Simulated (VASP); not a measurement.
Method: PBEsol GGA, VASP's PBE PAW potentials (set 64) (plane waves; VASP).

VASP input:

### POSCAR
```
SiO2
1
    4.1938007887     0.0000000000     0.0000000000
    0.0000000000     4.1938007887     0.0000000000
    0.0000000000     0.0000000000     2.6842475418
Si O
2 4
Direct
 -0.0000000000   0.0000000000   0.0000000000
  0.5000000000   0.5000000000   0.5000000000
  0.3058699074   0.3058699074  -0.0000000000
  0.8058699074   0.1941300926   0.5000000000
  0.1941300926   0.8058699074   0.5000000000
  0.6941300926   0.6941300926   0.0000000000
```

**KPOINTS**
```
Automatic mesh
0
Gamma
 5 5 8
```

**INCAR**
```
SYSTEM = SiO2
PREC = Accurate
ENCUT = 520
EDIFF = 1E-8
NELM = 100
ALGO = Normal
LREAL = .FALSE.
LASPH = .TRUE.
ISMEAR = 0
SIGMA = 0.01
GGA = PS
LWAVE = .FALSE.
LCHARG = .FALSE.
LEPSILON = .TRUE.
```

POTCAR, in this order: Si O (PBE.64 set). Program: vasp_std.

Output of the run:

OSZICAR:
```
...
RMM:   5    -0.114514018250E+03   -0.22051E-04   -0.15505E-04  2077   0.508E-02
RMM:   6    -0.114514019290E+03   -0.10404E-05   -0.80673E-05  2077   0.138E-02
RMM:   7    -0.114514019312E+03   -0.21987E-07   -0.78548E-05  1974   0.869E-03
RMM:   8    -0.114514019879E+03   -0.56635E-06   -0.84565E-05  1580   0.792E-03
RMM:   9    -0.114514019960E+03   -0.81729E-07   -0.78525E-05  1277   0.779E-03
RMM:  10    -0.114514019854E+03    0.10623E-06    0.78796E-05  1144   0.775E-03
RMM:  11    -0.114514019869E+03   -0.14575E-07    0.18671E-05  1124   0.774E-03
 Linear response to external field (no local field effect), progress :
  Direction:   1
       N       E                     dE             d eps       ncg     rms          rms(c)
RMM:   1    -0.332403366338E+00   -0.33240E+00   -0.90239E-01  2064   0.321E+00
RMM:   2    -0.334769220845E+00   -0.23659E-02   -0.69560E-03  2033   0.490E-01
RMM:   3    -0.334855044363E+00   -0.85824E-04   -0.10836E-04  2105   0.496E-02
RMM:   4    -0.334857724201E+00   -0.26798E-05   -0.32464E-06  2126   0.731E-03
RMM:   5    -0.334857800588E+00   -0.76388E-07   -0.44830E-07  2006   0.160E-03
RMM:   6    -0.334857804483E+00   -0.38949E-08   -0.32704E-07  1424   0.691E-04
RMM:   7    -0.334857804532E+00   -0.49200E-10   -0.32132E-07  1082   0.558E-04
RMM:   8    -0.334857804480E+00    0.52030E-10   -0.32563E-07   965   0.541E-04
RMM:   9    -0.334857804488E+00   -0.82857E-11   -0.35134E-07   948   0.540E-04
RMM:  10    -0.334857804486E+00    0.20680E-11   -0.32655E-07   939   0.540E-04
 Linear response to external field (no local field effect), progress :
  Direction:   2
       N       E                     dE             d eps       ncg     rms          rms(c)
RMM:   1    -0.313191951471E+00   -0.31319E+00   -0.87866E-01  2094   0.316E+00
RMM:   2    -0.316648197361E+00   -0.34562E-02   -0.73965E-03  2013   0.482E-01
RMM:   3    -0.316767858674E+00   -0.11966E-03   -0.14472E-04  2088   0.514E-02
RMM:   4    -0.316771841801E+00   -0.39831E-05   -0.49328E-06  2109   0.779E-03
RMM:   5    -0.316771970631E+00   -0.12883E-06   -0.83419E-07  1987   0.178E-03
RMM:   6    -0.316771978251E+00   -0.76196E-08   -0.66255E-07  1415   0.818E-04
RMM:   7    -0.316771978431E+00   -0.18018E-09   -0.65361E-07  1062   0.671E-04
RMM:   8    -0.316771978377E+00    0.54281E-10   -0.66068E-07   971   0.649E-04
RMM:   9    -0.316771978012E+00    0.36525E-09   -0.71129E-07   935   0.647E-04
RMM:  10    -0.316771982602E+00   -0.45908E-08   -0.68898E-07   921   0.647E-04
 Linear response to external field (no local field effect), progress :
  Direction:   3
       N       E                     dE             d eps       ncg     rms          rms(c)
RMM:   1    -0.354658907318E+00   -0.35466E+00   -0.10217E+00  1970   0.328E+00
RMM:   2    -0.354483947635E+00    0.17496E-03   -0.68222E-03  1984   0.471E-01
RMM:   3    -0.354554588905E+00   -0.70641E-04   -0.10340E-04  2039   0.477E-02
RMM:   4    -0.354556619712E+00   -0.20308E-05   -0.25347E-06  2064   0.686E-03
RMM:   5    -0.354556668869E+00   -0.49157E-07   -0.23167E-07  1858   0.143E-03
RMM:   6    -0.354556670946E+00   -0.20767E-08   -0.13916E-07  1339   0.588E-04
RMM:   7    -0.354556670954E+00   -0.85500E-11   -0.13343E-07  1006   0.467E-04
RMM:   8    -0.354556670942E+00    0.12079E-10   -0.13269E-07   873   0.454E-04
RMM:   9    -0.354556670942E+00    0.33673E-12   -0.13421E-07   854   0.453E-04
RMM:  10    -0.354556670941E+00    0.96906E-12   -0.14750E-07   849   0.453E-04
 Linear response to external field, progress :
  Direction:   1
       N       E                     dE             d eps       ncg     rms          rms(c)
RMM:   1    -0.322797694398E+00   -0.32280E+00   -0.89053E-01  3123   0.318E+00
RMM:   2    -0.325708601297E+00   -0.29109E-02   -0.72004E-03  3032   0.486E-01    0.101E+00
RMM:   3    -0.320586666229E+00    0.51219E-02   -0.10077E-02  3117   0.639E-01    0.585E-01
RMM:   4    -0.329833375459E+00   -0.92467E-02   -0.34188E-03  3154   0.437E-01    0.148E-01
RMM:   5    -0.335563075188E+00   -0.57297E-02   -0.31662E-04  3175   0.135E-01    0.299E-02
RMM:   6    -0.336203472434E+00   -0.64040E-03   -0.45727E-05  3055   0.461E-02    0.418E-03
RMM:   7    -0.336303167877E+00   -0.99695E-04   -0.14303E-06  3204   0.858E-03    0.262E-03
RMM:   8    -0.336340482777E+00   -0.37315E-04   -0.36149E-07  3188   0.330E-03    0.310E-04
RMM:   9    -0.336342498295E+00   -0.20155E-05   -0.28551E-07  3110   0.110E-03    0.135E-04
RMM:  10    -0.336343522903E+00   -0.10246E-05   -0.39420E-07  2638   0.705E-04    0.295E-05
RMM:  11    -0.336343553919E+00   -0.31016E-07   -0.24355E-07  2201   0.610E-04    0.113E-05
RMM:  12    -0.336343569083E+00   -0.15163E-07   -0.25861E-07  1397   0.570E-04    0.385E-06
 Linear response to external field, progress :
  Direction:   2
       N       E                     dE             d eps       ncg     rms          rms(c)
RMM:   1    -0.322797623411E+00   -0.32280E+00   -0.89053E-01  3123   0.318E+00
RMM:   2    -0.325708762550E+00   -0.29111E-02   -0.71516E-03  3028   0.485E-01    0.101E+00
RMM:   3    -0.320587539140E+00    0.51212E-02   -0.10100E-02  3122   0.639E-01    0.585E-01
RMM:   4    -0.329834209225E+00   -0.92467E-02   -0.34265E-03  3158   0.438E-01    0.148E-01
RMM:   5    -0.335562710975E+00   -0.57285E-02   -0.31682E-04  3173   0.135E-01    0.299E-02
RMM:   6    -0.336203948556E+00   -0.64124E-03   -0.46027E-05  3054   0.461E-02    0.418E-03
RMM:   7    -0.336303053851E+00   -0.99105E-04   -0.17877E-06  3203   0.858E-03    0.262E-03
RMM:   8    -0.336340483705E+00   -0.37430E-04   -0.70926E-07  3190   0.329E-03    0.310E-04
RMM:   9    -0.336342523154E+00   -0.20394E-05   -0.63280E-07  3110   0.110E-03    0.135E-04
RMM:  10    -0.336343551953E+00   -0.10288E-05   -0.70766E-07  2648   0.704E-04    0.294E-05
RMM:  11    -0.336343580671E+00   -0.28718E-07   -0.56594E-07  2189   0.608E-04    0.113E-05
RMM:  12    -0.336343586645E+00   -0.59737E-08   -0.87788E-07  1377   0.569E-04    0.382E-06
 Linear response to external field, progress :
  Direction:   3
       N       E                     dE             d eps       ncg     rms          rms(c)
RMM:   1    -0.354658907318E+00   -0.35466E+00   -0.10217E+00  1970   0.328E+00
RMM:   2    -0.354483956420E+00    0.17495E-03   -0.68223E-03  1984   0.471E-01    0.107E+00
RMM:   3    -0.346394379941E+00    0.80896E-02   -0.69306E-03  1908   0.563E-01    0.621E-01
RMM:   4    -0.360197602119E+00   -0.13803E-01   -0.11011E-02  2015   0.704E-01    0.622E-02
RMM:   5    -0.361673209646E+00   -0.14756E-02   -0.14204E-04  1997   0.972E-02    0.118E-02
RMM:   6    -0.361912437219E+00   -0.23923E-03   -0.28078E-06  2093   0.133E-02    0.465E-03
RMM:   7    -0.361975383987E+00   -0.62947E-04   -0.40891E-07  2037   0.441E-03    0.319E-04
RMM:   8    -0.361985803701E+00   -0.10420E-04   -0.12679E-07  2090   0.894E-04    0.153E-04
RMM:   9    -0.361986602099E+00   -0.79840E-06   -0.12022E-07  1710   0.579E-04    0.243E-05
RMM:  10    -0.361986353054E+00    0.24905E-06   -0.13378E-07   948   0.440E-04    0.119E-05
RMM:  11    -0.361986387386E+00   -0.34332E-07   -0.13131E-07   871   0.436E-04    0.240E-06
```

File OUTCAR:
```
------------------------ aborting loop because EDIFF is reached ----------------------------------------

 HEAD OF MICROSCOPIC STATIC DIELECTRIC TENSOR (INDEPENDENT PARTICLE, excluding Hartree and local field effects)
 ------------------------------------------------------
           3.497619     0.000000     0.000000
          -0.000000     3.497619     0.000000
           0.000000     0.000000     3.717963
 ------------------------------------------------------

 MACROSCOPIC STATIC DIELECTRIC TENSOR (including local field effects in DFT)
 ------------------------------------------------------
           3.407549     0.000000     0.000000
          -0.000000     3.407549     0.000000
           0.000000     0.000000     3.586837
 ------------------------------------------------------

 PIEZOELECTRIC TENSOR (including local field effects)  for field in x, y, z        (e  Angst)
          XX          YY          ZZ          XY          YZ          ZX
  --------------------------------------------------------------------------------
  x     0.00000     0.00000     0.00000     0.00000     0.00000     0.00000
  y     0.00000     0.00000     0.00000     0.00000     0.00000     0.00000
  z     0.00000     0.00000     0.00000     0.00000     0.00000     0.00000

 PIEZOELECTRIC TENSOR (including local field effects)  for field in x, y, z        (C/m^2)
          XX          YY          ZZ          XY          YZ          ZX
  --------------------------------------------------------------------------------
  x     0.00000     0.00000     0.00000     0.00000     0.00000     0.00000
  y     0.00000     0.00000     0.00000     0.00000     0.00000     0.00000
  z     0.00000     0.00000     0.00000     0.00000     0.00000     0.00000

 BORN EFFECTIVE CHARGES (including local field effects) (in |e|, cummulative output)
 ---------------------------------------------------------------------------------
 ion    1
    1     3.79835     0.37725     0.00000
    2     0.37725     3.79835     0.00000
    3     0.00000     0.00000     4.04725
 ion    2
    1     3.79835    -0.37725     0.00000
    2    -0.37725     3.79835     0.00000
    3     0.00000     0.00000     4.04725
 ion    3
    1    -1.89918    -0.57103     0.00000
    2    -0.57103    -1.89918     0.00000
    3     0.00000     0.00000    -2.02363
 ion    4
    1    -1.89918     0.57103     0.00000
    2     0.57103    -1.89918     0.00000
    3     0.00000     0.00000    -2.02363
 ion    5
    1    -1.89918     0.57103     0.00000
    2     0.57103    -1.89918     0.00000
    3     0.00000     0.00000    -2.02363
 ion    6
    1    -1.89918    -0.57103     0.00000
    2    -0.57103    -1.89918     0.00000
    3     0.00000     0.00000    -2.02363
```
(Selected blocks of OUTCAR.)

OUTCAR:
```
 val. band max:        7.9878255436   @ k =   0.0000   0.0000   0.0000

 cond. band min:      13.3006079724   @ k =   0.0000   0.0000   0.0000


 Fermi energy:         8.0761853646

 k-point     1 :       0.0000    0.0000    0.0000
  band No.  band energies     occupation
      1     -14.4426      2.00000
      2     -10.8197      2.00000
      3     -10.8197      2.00000
      4     -10.5752      2.00000
      5      -2.8809      2.00000
      6       1.5674      2.00000
      7       1.5674      2.00000
      8       1.7362      2.00000
      9       2.5711      2.00000
     10       2.9017      2.00000
     11       4.8499      2.00000
     12       4.8499      2.00000
     13       5.4630      2.00000
     14       7.1081      2.00000
     15       7.1081      2.00000
     16       7.9878      2.00000
     17      13.3006      0.00000
     18      14.4221      0.00000
     19      16.1786      0.00000
     20      16.1786      0.00000

 k-point     2 :       0.2000    0.0000    0.0000
  band No.  band energies     occupation
      1     -14.2344      2.00000
      2     -11.6514      2.00000
      3     -10.7148      2.00000
      4     -10.1805      2.00000
      5      -2.5986      2.00000
      6       0.6021      2.00000
      7       1.7016      2.00000
      8       2.4355      2.00000
      9       2.7290      2.00000
     10       3.6162      2.00000
     11       4.4896      2.00000
     12       4.9396      2.00000
     13       5.5144      2.00000
     14       6.2847      2.00000
     15       7.0401      2.00000
     16       7.6784      2.00000
     17      13.9186      0.00000
     18      14.7681      0.00000
     19      16.2916      0.00000
     20      16.2956      0.00000

 k-point     3 :       0.4000    0.0000    0.0000
  band No.  band energies     occupation
      1     -13.6330      2.00000
      2     -12.7170      2.00000
      3     -10.4495      2.00000
      4     -10.1821      2.00000
      5      -1.8411      2.00000
...
```

The compound is SiO2 in the rutile structure, stishovite, a high-pressure form. It was relaxed first.
